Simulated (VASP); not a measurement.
CdF2:

```xyz
3
Lattice="0.0000 2.7222 2.7222 2.7222 0.0000 2.7222 2.7222 2.7222 0.0000" Properties=species:S:1:pos:R:3 pbc="T T T"
Cd    0.0000    0.0000    0.0000
F     1.3611    1.3611    1.3611
F     4.0834    4.0834    4.0834
```

* Program: VASP 6.6.1
* Task: relaxation of cell and atoms
* Functional: LDA
* Potentials or basis: VASP PAW LDA potentials, release 64 (Cd, F)
* Cutoff: 600 eV
* k mesh: 8 × 8 × 8
* Occupations: gaussian, width 0.02 eV
* Spin: no spin polarisation

At the start: pressure -7.9 GPa; volume 13.45 Å³/atom.

**Question.** How do energy, volume and symmetry change on relaxing?

**Answer.** Over 3 steps the energy falls by 25.7 meV/atom and the volume is 12.48 Å³/atom (-7.2 %); space group Fm-3m (No. 225, to 0.05 Å).

The path:
| step | energy change (eV) | largest force (eV/Å) | pressure (GPa) | volume (Å³) |
| --- | --- | --- | --- | --- |
| 1 | 0.0000 | 0.0000 | -7.91 | 40.35 |
| 2 | -0.0689 | 0.0000 | 3.18 | 36.59 |
| 3 | -0.0772 | 0.0000 | 0.02 | 37.45 |

Final structure:
```
Cd F
1.0
     0.00000    2.65541    2.65541
     2.65541    0.00000    2.65541
     2.65541    2.65541    0.00000
Cd F
1 2
Direct
  0.00000 0.00000 0.00000
  0.25000 0.25000 0.25000
  0.75000 0.75000 0.75000
```
